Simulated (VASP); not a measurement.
All values below come from HSE06 screened hybrid, VASP's PBE PAW potentials (set 64) (plane waves; VASP 6.6.1).

A VASP calculation is set up with these files.

### KPOINTS
```
kpoints
0
G
 1 1 1
0 0 0
```

INCAR:
```
SYSTEM = Al37N36
PREC = Normal
ENCUT = 400
EDIFF = 1E-5
NELM = 50
ALGO = Normal
LREAL = Auto
LASPH = .TRUE.
ISMEAR = 0
SIGMA = 0.05
GGA = PE
LWAVE = .FALSE.
LCHARG = .FALSE.
NELMIN = 4
ISYM = 0
NELECT = 290.0
HFSCREEN = 0.2
AEXX = 0.25
LHFCALC = .TRUE.
PRECFOCK = Fast
ISIF = 0
```

File POSCAR:
```
Al37N36
1
    4.6932676572    -8.1289780182     0.0000000000
    4.6932676572     8.1289780182     0.0000000000
    0.0000000000     0.0000000000    10.0192026154
Al N
37 36
Direct
  0.2185052061   0.1037378601   0.2361872080
  0.1066912715   0.2198986814   0.0024072968
  0.2115290613   0.0895992100   0.7720859537
  0.1188235781   0.2258985927   0.4672110999
  0.2186027276   0.4478628966   0.2363409993
  0.1070165779   0.5593520486   0.0027938961
  0.2115634303   0.4548417867   0.7718536420
  0.1100787289   0.5562187504   0.4968435782
  0.2215527189   0.7772939365   0.2515549574
  0.1069578203   0.8806006432   0.0028344776
  0.2229335549   0.7779486479   0.7478173060
  0.1100729426   0.8868608107   0.4968265786
  0.5568222476   0.1095598479   0.2483761393
  0.4465439129   0.2198914086   0.0024443084
  0.5557130057   0.1106779256   0.7501970507
  0.4404238082   0.2258521652   0.4671493537
  0.5625871902   0.4478942937   0.2363639594
  0.4465373660   0.5597097044   0.0024645843
  0.5766550554   0.4547989811   0.7718625995
  0.4404864205   0.5477271566   0.4677471649
  0.5567910973   0.7802926296   0.2483882062
  0.4444331952   0.8887013974   0.9997905019
  0.5556924622   0.7779773331   0.7501164468
  0.4437224388   0.8884023819   0.4988450011
  0.8860331268   0.1095682594   0.2483638151
  0.7776287004   0.2219193185   0.9998173103
  0.8884088962   0.1106918658   0.7501757362
  0.7780108216   0.2226579318   0.4988394158
  0.8890329285   0.4447604824   0.2515421742
  0.7856923906   0.5593714382   0.0028358118
  0.8884104792   0.4434421104   0.7478404791
  0.7794121234   0.5562196899   0.4968658342
  0.8890300413   0.7773111836   0.2515995347
  0.7776146938   0.8887280891   0.9997726185
  0.8883774538   0.7779624006   0.7478165407
  0.7780117127   0.8884296674   0.4988498142
  0.3330955068   0.3327631902   0.6343690073
  0.2145352329   0.0957742789   0.4228367562
  0.1085881273   0.2208556660   0.1919282740
  0.2198477668   0.1063696286   0.9555905611
  0.1210368663   0.2270053250   0.7094406090
  0.2147488122   0.4518385087   0.4230379340
  0.1073424422   0.5590037370   0.1889084736
  0.2199556532   0.4465328248   0.9554249309
  0.1100373959   0.5563116829   0.6900177924
  0.2222315603   0.7776315415   0.4423365521
  0.1072551036   0.8812708290   0.1889015426
  0.2229917215   0.7780102213   0.9381121451
  0.1100248013   0.8866968250   0.6900224259
  0.5551111891   0.1112978560   0.4406137688
  0.4455468248   0.2208855550   0.1919617728
  0.5560872488   0.1102713815   0.9409965319
  0.4393438000   0.2269787427   0.7094415256
  0.5703722602   0.4518478283   0.4230476624
  0.4455635265   0.5578114784   0.1918765025
  0.5599703990   0.4465416306   0.9554351124
  0.4393306846   0.5452800759   0.7088579936
  0.5552006190   0.7770793164   0.4406650951
  0.4433889574   0.8881967113   0.1908879256
  0.5560826896   0.7787944553   0.9408899082
  0.4448860728   0.8889438967   0.6900998421
  0.8895055535   0.1112981560   0.4406242122
  0.7781441539   0.2229727943   0.1908843156
  0.8875460277   0.1102911060   0.9409598779
  0.7774556038   0.2215046946   0.6901037451
  0.8886924904   0.4441172922   0.4423192526
  0.7850002927   0.5590557265   0.1889369143
  0.8883334357   0.4433621920   0.9381224297
  0.7796599445   0.5563273334   0.6900173085
  0.8886804305   0.7776140791   0.4423588084
  0.7781154905   0.8882131691   0.1908817259
  0.8883262509   0.7779958247   0.9381106657
  0.7774508772   0.8889579176   0.6900947044
```

POTCAR, in this order: Al N (PBE.64 set). Program: vasp_gam. Read from the step before: WAVECAR.

The run wrote:

### OUTCAR
```
 ion  position               nearest neighbor table
   1  0.219  0.104  0.236-  47 1.87  38 1.87  51 1.90  39 1.90  16 2.94   4 2.94  10 2.96   2 2.99
                            14 2.99  33 3.08   9 3.08  12 3.15  25 3.15  13 3.15   5 3.23  17 3.23
   2  0.107  0.220  0.002-  64 1.88  39 1.90  40 1.90  44 1.90   1 2.99   5 2.99   3 3.00   7 3.00
                            25 3.05  27 3.09  26 3.10  34 3.10   6 3.18  10 3.19  18 3.19  14 3.19
   3  0.212  0.090  0.772-  49 1.84  40 1.84  53 1.97  41 1.97  37 2.41  10 2.87  11 2.99  35 2.99
                            14 3.00   2 3.00  15 3.14  27 3.14  12 3.21
   4  0.119  0.226  0.467-  62 1.88  38 1.90  42 1.90  37 2.42  41 2.43  25 2.90   5 2.94   1 2.94
                            16 3.02  20 3.02  12 3.16   8 3.16  36 3.20  28 3.20
   5  0.219  0.448  0.236-  43 1.87  42 1.87  55 1.90  39 1.90   4 2.94  20 2.94   6 2.96  18 2.99
                             2 2.99   9 3.08  29 3.08   8 3.15  21 3.15  25 3.15  17 3.23   1 3.23
   6  0.107  0.559  0.003-  43 1.86  48 1.89  68 1.89  44 1.90   7 2.87   5 2.96  10 3.02  30 3.02
                             9 3.06  29 3.06  31 3.11  11 3.11  22 3.13  26 3.13   2 3.18  18 3.19
   7  0.212  0.455  0.772-  45 1.84  44 1.84  41 1.97  57 1.97  37 2.41   6 2.87  11 2.99  31 2.99
                             2 3.00  18 3.00  23 3.14  27 3.14   8 3.21
   8  0.110  0.556  0.497-  42 1.85  66 1.88  46 1.88  45 1.94  29 3.04   9 3.04  31 3.09  11 3.09
                            12 3.10  32 3.10  28 3.12  24 3.12   5 3.15  20 3.16   4 3.16   7 3.21
   9  0.222  0.777  0.252-  47 1.88  43 1.88  59 1.90  46 1.91  12 3.04   8 3.04  10 3.06   6 3.06
                            24 3.07   5 3.08   1 3.08  22 3.11  29 3.12  33 3.12  21 3.13  13 3.13
  10  0.107  0.881  0.003-  47 1.86  48 1.89  72 1.89  40 1.90   3 2.87   1 2.96  30 3.02   6 3.02
                             9 3.06  33 3.06  35 3.11  11 3.11  34 3.13  22 3.13   2 3.19  14 3.19
  11  0.223  0.778  0.748-  45 1.89  49 1.89  61 1.89  48 1.91   3 2.99   7 2.99  24 3.07   8 3.09
                            12 3.09  22 3.10   6 3.11  10 3.11  23 3.12  15 3.12  31 3.14  35 3.14
  12  0.110  0.887  0.497-  38 1.85  70 1.88  46 1.88  49 1.94  33 3.04   9 3.04  35 3.09  11 3.09
                             8 3.10  32 3.10  36 3.12  24 3.12   1 3.15   4 3.16  16 3.16   3 3.21
...
```

OSZICAR:
```
       N       E                     dE             d eps       ncg     rms          rms(c)
DAV:   1    -0.631356176257E+03   -0.63136E+03   -0.18533E+01   436   0.866E+00    0.513E+01
DAV:   2    -0.631480706728E+03   -0.12453E+00   -0.35323E-01   418   0.141E+00    0.350E+01
DAV:   3    -0.631460315436E+03    0.20391E-01   -0.11785E-02   402   0.331E-01    0.215E+01
DAV:   4    -0.631452313689E+03    0.80017E-02   -0.56729E-03   400   0.180E-01    0.127E+01
DAV:   5    -0.631449748146E+03    0.25655E-02   -0.10057E-03   400   0.707E-02    0.746E+00
DAV:   6    -0.631448875529E+03    0.87262E-03   -0.36749E-04   394   0.460E-02    0.432E+00
DAV:   7    -0.631448600503E+03    0.27503E-03   -0.10837E-04   408   0.272E-02    0.249E+00
DAV:   8    -0.631448511331E+03    0.89172E-04   -0.33504E-05   290   0.184E-02    0.144E+00
DAV:   9    -0.631448485686E+03    0.25645E-04   -0.21675E-05   258   0.143E-02    0.829E-01
DAV:  10    -0.631448480272E+03    0.54137E-05   -0.75480E-06   216   0.789E-03
   1 F= -.63144848E+03 E0= -.63144848E+03  d E =-.152796E-12
```

### OUTCAR
```
------------------------ aborting loop because EDIFF is reached ----------------------------------------
  volume of cell :      764.49
      direct lattice vectors                 reciprocal lattice vectors
     4.693267657 -8.128978018  0.000000000     0.106535582 -0.061508347  0.000000000
     4.693267657  8.128978018  0.000000000     0.106535582  0.061508347  0.000000000
     0.000000000  0.000000000 10.019202615     0.000000000  0.000000000  0.099808342
  FREE ENERGIE OF THE ION-ELECTRON SYSTEM (eV)
  ---------------------------------------------------
  free  energy   TOTEN  =      -631.4484802724 eV

  energy  without entropy=     -631.4484802724  energy(sigma->0) =     -631.44848027

  exchange ACFDT corr.  =         0.00000000  see jH, gK, PRB 81, 115126
```
(Selected blocks of OUTCAR.)

The cell is charged, with a uniform compensating background. The supercell is sampled at Γ alone, which is coarse: total energies, pressure and levels can be off, energies of defects by several tenths of an eV.

The cell is a supercell with a defect, built from AlN (wurtzite): Al_i, charge +1. The cell's shape comes from a PBE relaxation. The run is not spin-polarised, so no state with unpaired spins was tried.
